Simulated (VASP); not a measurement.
These are PBE GGA, VASP's PBE PAW potentials (set 64) (plane waves; VASP) values and carry that method's errors.

VASP ran on this input.

### KPOINTS
```
Automatic mesh
0
Gamma
10 10 10
0 0 0
```

INCAR:
```
ALGO  =  Normal
EDIFF  =  1E-6
EDIFFG  =  -0.01
ENCUT  =  400
GGA  =  PE
IBRION  =  2
ISIF  =  3
ISMEAR  =  1
LASPH  =  .TRUE.
LCHARG  =  .FALSE.
LMAXMIX  =  4
LREAL  =  .FALSE.
LWAVE  =  .FALSE.
NELM  =  100
NSW  =  60
PREC  =  Accurate
SIGMA  =  0.1
SYSTEM  =  MoSe
```

File POSCAR:
```
MoSe
1.0
  0.0000000000   2.8257228698   2.8257228698
  2.8257228698   0.0000000000   2.8257228698
  2.8257228698   2.8257228698   0.0000000000
Mo Se
1 1
direct
  1.0000000000   0.0000000000   0.0000000000
  0.2500000000   0.2500000000   0.2500000000
```

POTCAR, in this order: Mo_sv Se (PBE.64 set). Program: vasp_std.

Output of the run:

File OSZICAR:
```
       N       E                     dE             d eps       ncg     rms          rms(c)
DAV:   1     0.106363448007E+03    0.10636E+03   -0.95298E+03  1436   0.110E+03
DAV:   2    -0.108522430412E+02   -0.11722E+03   -0.11547E+03  1670   0.296E+02
DAV:   3    -0.138568940013E+02   -0.30047E+01   -0.29706E+01  1628   0.443E+01
DAV:   4    -0.138759009705E+02   -0.19007E-01   -0.19006E-01  1502   0.383E+00
DAV:   5    -0.138760560280E+02   -0.15506E-03   -0.15506E-03  1598   0.332E-01    0.126E+01
DAV:   6    -0.135022336527E+02    0.37382E+00   -0.24228E+00  1346   0.115E+01    0.470E+00
DAV:   7    -0.134762778846E+02    0.25956E-01   -0.17355E-01  1364   0.344E+00    0.327E+00
DAV:   8    -0.134709171121E+02    0.53608E-02   -0.15882E-02  1580   0.120E+00    0.200E-01
DAV:   9    -0.134710899977E+02   -0.17289E-03   -0.37382E-04  1550   0.160E-01    0.126E-01
DAV:  10    -0.134712183542E+02   -0.12836E-03   -0.16874E-04  1514   0.922E-02    0.145E-02
DAV:  11    -0.134712149988E+02    0.33554E-05   -0.62136E-06  1622   0.188E-02    0.774E-03
DAV:  12    -0.134712158210E+02   -0.82222E-06   -0.53955E-06  1436   0.121E-02
   1 F= -.13471216E+02 E0= -.13471247E+02  d E =-.134712E+02
       N       E                     dE             d eps       ncg     rms          rms(c)
DAV:   1    -0.134875189423E+02   -0.16304E-01   -0.37414E-01  1334   0.680E+00    0.107E+00
DAV:   2    -0.134725445388E+02    0.14974E-01   -0.81565E-02  1328   0.251E+00    0.222E-01
DAV:   3    -0.134712459937E+02    0.12985E-02   -0.31686E-03  1340   0.372E-01    0.990E-02
DAV:   4    -0.134710867573E+02    0.15924E-03   -0.10580E-03  1442   0.282E-01    0.574E-02
DAV:   5    -0.134711126897E+02   -0.25932E-04   -0.25629E-05  1544   0.450E-02    0.232E-02
DAV:   6    -0.134711189444E+02   -0.62547E-05   -0.86438E-06  1460   0.185E-02    0.310E-03
DAV:   7    -0.134711188821E+02    0.62368E-07   -0.42045E-07   712   0.498E-03
   2 F= -.13471119E+02 E0= -.13471134E+02  d E =0.969390E-04
       N       E                     dE             d eps       ncg     rms          rms(c)
DAV:   1    -0.134762807799E+02   -0.51618E-02   -0.11031E-01  1334   0.370E+00    0.569E-01
DAV:   2    -0.134718802875E+02    0.44005E-02   -0.24162E-02  1328   0.137E+00    0.119E-01
DAV:   3    -0.134714746499E+02    0.40564E-03   -0.97585E-04  1346   0.206E-01    0.531E-02
DAV:   4    -0.134714183477E+02    0.56302E-04   -0.32328E-04  1436   0.154E-01    0.299E-02
DAV:   5    -0.134714199255E+02   -0.15779E-05   -0.88423E-06  1562   0.257E-02    0.122E-02
DAV:   6    -0.134714182880E+02    0.16375E-05   -0.30605E-06  1384   0.109E-02    0.173E-03
DAV:   7    -0.134714182957E+02   -0.77025E-08   -0.14624E-07   658   0.300E-03
   3 F= -.13471418E+02 E0= -.13471442E+02  d E =-.202475E-03
```

**OUTCAR**
```
------------------------ aborting loop because EDIFF is reached ----------------------------------------
  FORCE on cell =-STRESS in cart. coord.  units (eV):
  Direction    XX          YY          ZZ          XY          YZ          ZX
  --------------------------------------------------------------------------------------
  Total        0.0012685      0.0012685      0.0012685     -0.0000000     -0.0000000      0.0000000
  in kB        0.0452036      0.0452036      0.0452036     -0.0000000     -0.0000000      0.0000000
  external PRESSURE =       0.0452036 kB  Pullay stress =       0.0000000 kB
  volume of cell :       44.96
      direct lattice vectors                 reciprocal lattice vectors
     0.000000000  2.822289810  2.822289810    -0.177161112  0.177161112  0.177161112
     2.822289810  0.000000000  2.822289810     0.177161112 -0.177161112  0.177161112
     2.822289810  2.822289810  0.000000000     0.177161112  0.177161112 -0.177161112
 POSITION                                       TOTAL-FORCE (eV/Angst)
 -----------------------------------------------------------------------------------
      0.00000      0.00000      0.00000         0.000000      0.000000      0.000000
      1.41114      1.41114      1.41114        -0.000000     -0.000000     -0.000000
 -----------------------------------------------------------------------------------
    total drift:                               -0.000000     -0.000000     -0.000000
  FREE ENERGIE OF THE ION-ELECTRON SYSTEM (eV)
  ---------------------------------------------------
  free  energy   TOTEN  =       -13.4714182957 eV

  energy  without entropy=      -13.4714906768  energy(sigma->0) =      -13.47144242

 reached required accuracy - stopping structural energy minimisation
```
(Selected blocks of OUTCAR.)

**CONTCAR**
```
MoSe
   1.00000000000000
     0.0000000000000000    2.8222898104364966    2.8222898104364966
     2.8222898104364966    0.0000000000000000    2.8222898104364966
     2.8222898104364966    2.8222898104364966    0.0000000000000000
  Mo              Se
     1     1
Direct
     0.0000000000000000    0.0000000000000000    0.0000000000000000
     0.2500000000000000    0.2500000000000000    0.2500000000000000
```

The structure was generated: MoSe was put into the zinc blende type (F-43m), which need not be its known phase. This run relaxes it. Symmetry was kept, so distortions that lower it aren't found. The start is the result of an earlier pass.
